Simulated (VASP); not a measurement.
Wanted: the native input for a VASP 6.6.1 run.

```
Task                   : relaxation of cell and atoms
Functional             : PBE
Potentials or basis    : VASP PAW PBE potentials, release 64 (Be, Se, S)
Cutoff                 : 520 eV
k mesh                 : 8 × 8 × 8
Occupations            : gaussian, width 0.03 eV
Spin                   : no spin polarisation
Further INCAR settings : ALGO = Normal; EDIFF = 1e-06; IBRION = 2; EDIFFG = -0.01; NSW = 90; ISIF = 3
```

The structure of Be3Se2S lies in POSCAR:

```
Be3Se2S
1.0
   -1.8000000000      5.3870000000      2.5380000000
    1.8000000000     -5.3870000000      2.5380000000
    1.8000000000      5.3870000000     -2.5380000000
Be Se S
3 2 1
Direct
    0.4000831300      0.2403467300      0.1597364000
    0.0806103300      0.2403467300      0.8402636000
    0.7693065400      0.2693065400      0.5000000000
    0.3339293600      0.9996059900      0.3343233700
    0.6652826200      0.9996059900      0.6656766300
    0.0007880200      0.0007880200      0.0000000000
```

The cell was built by a generator and needn't be a form met in nature.

The input as run:

INCAR

```
SYSTEM = Be3Se2S
ALGO = Normal ; EDIFF = 1E-6
EDIFFG = -0.01 ; ENCUT = 520
GGA = PE ; IBRION = 2
ISIF = 3 ; ISMEAR = 0
KPAR = 4 ; LASPH = .True.
LCHARG = .False. ; LREAL = .False.
LWAVE = .False. ; NELM = 120
NSW = 90 ; PREC = Accurate
SIGMA = 0.03
```

KPOINTS

```
k-points
0
Gamma
  8 8 8
  0 0 0
```

Potentials or basis: VASP PAW PBE potentials, release 64 (Be, Se, S).

Launch:

```bash
$ cat potpaw_PBE.64/Be/POTCAR potpaw_PBE.64/Se/POTCAR potpaw_PBE.64/S/POTCAR > POTCAR
$ mpirun -np 4 vasp_std > vasp.out
```

Results of the run:

| Item | Value |
| --- | --- |
| Relaxed volume | 16.38 Å³/atom |
| Relaxed cell | a = 6.222 Å, b = 6.222 Å, c = 6.222 Å, α = 146.43°, β = 59.98°, γ = 131.85° |
| Space group after relaxing (to 0.05 Å) | Imm2 (No. 44) |
| Energy gained by relaxing | 0.2 meV/atom |
| Ionic steps | 4 |
| Pressure after relaxing | 0.0 GPa |
| Largest force after relaxing | 0.009 eV/Å |
| Band gap on the k mesh | 2.68 eV, indirect (least direct gap 2.85 eV) |

Wall time 2.7 min on 4 MPI ranks on Intel(R) Xeon(R) Platinum 8259CL CPU @ 2.50GHz (Skylake/Cascade Lake), with other jobs on the host, peak memory 0.45 GiB a rank.
